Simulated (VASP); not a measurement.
Level of theory: r2SCAN meta-GGA, VASP's PBE PAW potentials (set 64) (plane waves; VASP).

The input files of a VASP run:

File POSCAR:
```
Zn
1
    1.3239444383    -2.2931394530    -0.0000000000
    1.3239444383     2.2931394530     0.0000000000
    0.0000000000    -0.0000000000     4.6581489617
Zn
2
Direct
  0.3333330000   0.6666670000   0.2500000000
  0.6666670000   0.3333330000   0.7500000000
```

### KPOINTS_OPT
```
k-points along high-symmetry lines
6
Line-mode
Reciprocal
  0.000000   0.000000   0.000000 ! GAMMA
 -0.000000   0.500000   0.000000 ! M

 -0.000000   0.500000   0.000000 ! M
 -0.333333   0.666667   0.000000 ! K

 -0.333333   0.666667   0.000000 ! K
  0.000000   0.000000   0.000000 ! GAMMA

  0.000000   0.000000   0.000000 ! GAMMA
  0.000000   0.000000   0.500000 ! A

  0.000000   0.000000   0.500000 ! A
 -0.000000   0.500000   0.500000 ! L

 -0.000000   0.500000   0.500000 ! L
 -0.333333   0.666667   0.500000 ! H

 -0.333333   0.666667   0.500000 ! H
  0.000000   0.000000   0.500000 ! A

 -0.000000   0.500000   0.500000 ! L
 -0.000000   0.500000   0.000000 ! M

 -0.333333   0.666667   0.500000 ! H
 -0.333333   0.666667   0.000000 ! K
```

**INCAR**
```
! general
SYSTEM  = Zn
PREC    = Accurate
ENCUT   = 400   ! plane-wave cut-off (eV)
LREAL   = .FALSE.
LASPH   = .TRUE.   ! aspherical one-centre terms

! electronic loop
EDIFF   = 1E-7
NELM    = 100   ! most electronic steps
ALGO    = Normal   ! blocked Davidson
LMAXMIX = 4   ! l cut-off of mixed one-centre charges
LMIXTAU = .TRUE.

! smearing
ISMEAR  = -5

! functional
METAGGA = R2SCAN

! ions
ISIF    = 2

! output
LWAVE   = .FALSE.
LCHARG  = .FALSE.
LORBIT  = 11   ! lm-projected
NEDOS   = 601   ! DOS grid
```

### KPOINTS
```
Automatic mesh
0
Gamma
18 18 9
0 0 0
```

POTCAR, in this order: Zn (PBE.64 set). Program: vasp_std.

The resulting files:

### OSZICAR
```
       N       E                     dE             d eps       ncg     rms          rms(c)
DAV:   1     0.670310071819E+02    0.67031E+02   -0.11459E+04  6136   0.212E+03
DAV:   2    -0.183501609347E+02   -0.85381E+02   -0.84561E+02  6032   0.282E+02
DAV:   3    -0.207918643426E+02   -0.24417E+01   -0.24389E+01  7400   0.600E+01
DAV:   4    -0.207983590351E+02   -0.64947E-02   -0.64996E-02  7024   0.309E+00
DAV:   5    -0.207983695386E+02   -0.10504E-04   -0.10512E-04  7240   0.101E-01    0.476E+00
DAV:   6    -0.182537409566E+02    0.25446E+01   -0.26577E+00  5968   0.363E+01    0.457E+00
DAV:   7    -0.177090496300E+02    0.54469E+00   -0.23428E-01  6968   0.960E+00    0.238E+00
DAV:   8    -0.177806155157E+02   -0.71566E-01   -0.92292E-02  6776   0.374E+00    0.359E-01
DAV:   9    -0.177814586919E+02   -0.84318E-03   -0.25314E-02  6192   0.173E+00    0.171E-01
DAV:  10    -0.177827683154E+02   -0.13096E-02   -0.12596E-02  7512   0.204E+00    0.101E-01
DAV:  11    -0.177835247259E+02   -0.75641E-03   -0.14251E-02  6304   0.873E-01    0.830E-02
DAV:  12    -0.177833127383E+02    0.21199E-03   -0.70016E-04  6464   0.275E-01    0.102E-01
DAV:  13    -0.177848671373E+02   -0.15544E-02   -0.41489E-04  6544   0.279E-01    0.403E-02
DAV:  14    -0.177857532661E+02   -0.88613E-03   -0.62587E-04  6168   0.228E-01    0.976E-03
DAV:  15    -0.177857546144E+02   -0.13483E-05   -0.31519E-05  7256   0.713E-02    0.104E-02
DAV:  16    -0.177857561261E+02   -0.15117E-05   -0.95667E-07  6416   0.113E-02    0.471E-03
DAV:  17    -0.177857471003E+02    0.90257E-05   -0.12128E-06  6296   0.158E-02    0.382E-04
DAV:  18    -0.177857464708E+02    0.62956E-06   -0.96027E-08  5272   0.505E-03    0.982E-04
DAV:  19    -0.177857446909E+02    0.17798E-05   -0.12680E-07  4840   0.461E-03    0.264E-04
DAV:  20    -0.177857452957E+02   -0.60480E-06   -0.63399E-09  3264   0.828E-04    0.129E-04
DAV:  21    -0.177857457381E+02   -0.44238E-06   -0.17793E-09  3200   0.624E-04    0.552E-05
DAV:  22    -0.177857457173E+02    0.20849E-07   -0.45189E-10  3152   0.244E-04
   1 F= -.17785746E+02 E0= -.17785746E+02  d E =0.000000E+00
       N       E                     dE             ncg
```

File OUTCAR:
```
------------------------ aborting loop because EDIFF is reached ----------------------------------------
  FORCE on cell =-STRESS in cart. coord.  units (eV):
  Direction    XX          YY          ZZ          XY          YZ          ZX
  --------------------------------------------------------------------------------------
  Total       -0.0326083     -0.0326084      0.0777182      0.0000000      0.0000000      0.0000000
  in kB       -1.8471225     -1.8471232      4.4024028      0.0000000      0.0000000      0.0000000
  external PRESSURE =       0.2360524 kB  Pullay stress =       0.0000000 kB
  volume of cell :       28.28
      direct lattice vectors                 reciprocal lattice vectors
     1.323944438 -2.293139453  0.000000000     0.377659353 -0.218041689  0.000000000
     1.323944438  2.293139453  0.000000000     0.377659353  0.218041689  0.000000000
     0.000000000  0.000000000  4.658148962     0.000000000  0.000000000  0.214677549
 POSITION                                       TOTAL-FORCE (eV/Angst)
 -----------------------------------------------------------------------------------
      1.32394      0.76438      1.16454         0.000000      0.000000      0.000000
      1.32394     -0.76438      3.49361        -0.000000     -0.000000      0.000000
 -----------------------------------------------------------------------------------
    total drift:                                0.000000      0.000063      0.000004
  FREE ENERGIE OF THE ION-ELECTRON SYSTEM (eV)
  ---------------------------------------------------
  free  energy   TOTEN  =       -17.7857457173 eV

  energy  without entropy=      -17.7857457173  energy(sigma->0) =      -17.78574572

 total charge

# of ion       s       p       d       tot
------------------------------------------
    1        0.584   0.507   9.734  10.824
    2        0.584   0.507   9.734  10.824
--------------------------------------------------
tot          1.167   1.014  19.467  21.648
```
(Selected blocks of OUTCAR.)

For a metal the tetrahedron method with Blöchl corrections gives inexact stress and forces.

The compound is Zn in the hcp structure. It was relaxed first, which changed the volume by -7 %.
